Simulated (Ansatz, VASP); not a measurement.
**Two plane-wave programs on SnGeTe3**

The input INCAR:

```
SYSTEM = SnGeTe3
PREC = Accurate ; ENCUT = 520
EDIFF = 1E-7 ; ISMEAR = 0
SIGMA = 0.05 ; LREAL = .FALSE.
LASPH = .TRUE. ; NELM = 100
ALGO = Normal ; ISIF = 2
LWAVE = .FALSE. ; LCHARG = .FALSE.
GGA = PE ; NBANDS = 31
```

File KPOINTS:

```
Automatic mesh
0
G
  4 4 4
  0 0 0
```

POSCAR

```
SnGeTe3
1.0
    5.7941366820      0.0000000000      0.0000000000
    0.0000000000      5.7941366820      0.0000000000
    0.0000000000      0.0000000000      5.7941366820
Sn Ge Te
1 1 3
Direct
    0.0000000000      0.0000000000      0.0000000000
    0.5000000000      0.5000000000      0.5000000000
    0.5000000000      0.5000000000      0.0000000000
    0.5000000000      0.0000000000      0.5000000000
    0.0000000000      0.5000000000      0.5000000000
```

Input for Ansatz:

```yaml
crystal:
  lattice:
    - [5.794136682, 0.0, 0.0]
    - [0.0, 5.794136682, 0.0]
    - [0.0, 0.0, 5.794136682]
  atoms:
    - { symbol: Sn, position: [0.0, 0.0, 0.0] }
    - { symbol: Ge, position: [0.5, 0.5, 0.5] }
    - { symbol: Te, position: [0.5, 0.5, 0.0] }
    - { symbol: Te, position: [0.5, 0.0, 0.5] }
    - { symbol: Te, position: [0.0, 0.5, 0.5] }
basis:
  ecutwfc: 420
kpoints:
  mp_grid: { grid: [4, 4, 4] }
hamiltonian:
  xc: pbe
scf:
  occupations: { method: gaussian, width: 0.05 }
output:
  forces: true
  stress: true
  eigenvalues: true
```

The cell comes from a database or a generator and needn't be the stable form of this composition.

Alike in both runs: task single point; functional PBE; k mesh 4 × 4 × 4; occupations gaussian, width 0.05 eV; no spin polarisation.

```csv
,VASP,Ansatz
version,VASP 6.6.1,Ansatz 0.2.0
potentials or method,"VASP PAW PBE potentials, release 64 (Sn_d, Ge_d, Te)","scalar-relativistic, plane waves, PAW"
plane-wave cutoff (eV),520,420
valence electrons in the cell,46,76
```

```csv
,VASP,Ansatz,Ansatz less VASP
gap on the k mesh at the Fermi level (eV),none,none,-
pressure (GPa),-4.7,-4.7,+0.02
```

A gap of «none» marks a metal or a gap that the smearing closes. The functional is the same, so the differences come from potentials, cutoffs and numerics. The two sets of potentials don't hold the same shells in valence.

Spin-orbit coupling is left out, which matters for the levels of Te.
